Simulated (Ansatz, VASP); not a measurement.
**One calculation of Zr3SeS2, two programs**

```
Zr Se S
1.0
     3.26722    0.00000    0.00000
     0.00000    3.26722    0.00000
     0.00000    0.00000    9.81500
Zr Se S
3 1 2
Cartesian
  1.6336 1.6336 1.6954
  1.6336 1.6336 4.9075
  1.6336 1.6336 8.1196
  0.0000 0.0000 0.0000
  0.0000 0.0000 3.3021
  0.0000 0.0000 6.5129
```

Change from the starting cell: species swapped into the Mg3HgAu2 type (P4/mmm, No. 123).

Alike in both runs: functional PBE; k mesh 6 × 6 × 2; occupations gaussian, width 0.1 eV; no spin polarisation.

Ansatz relaxed the structure, and its values are those at the end. VASP's run is a single point on that final structure, the one shown.

|  | VASP | Ansatz |
| --- | --- | --- |
| version | VASP 6.6.1 | Ansatz 0.2.0 |
| potentials or method | VASP PAW PBE potentials, release 64 (Zr_sv, Se, S) | scalar-relativistic, plane waves, PAW |
| plane-wave cutoff (eV) | 520 | 420 |
| valence electrons in the cell | 54 | 64 |

Ansatz gave:

| Item | Value |
| --- | --- |
| gap on the k mesh at the Fermi level (eV) | none |
| pressure (GPa) | -0.1 |
| rms of the force components (eV/Å) | 0.003 |

Question: What did VASP give for the same quantities?

Answer: gap on the k mesh at the Fermi level (eV): none; pressure (GPa): 0.0; rms of the force components (eV/Å): 0.004.

A gap of «none» marks a metal or a gap that the smearing closes. The functional is the same, so the differences come from potentials, cutoffs and numerics. The two sets of potentials don't hold the same shells in valence.
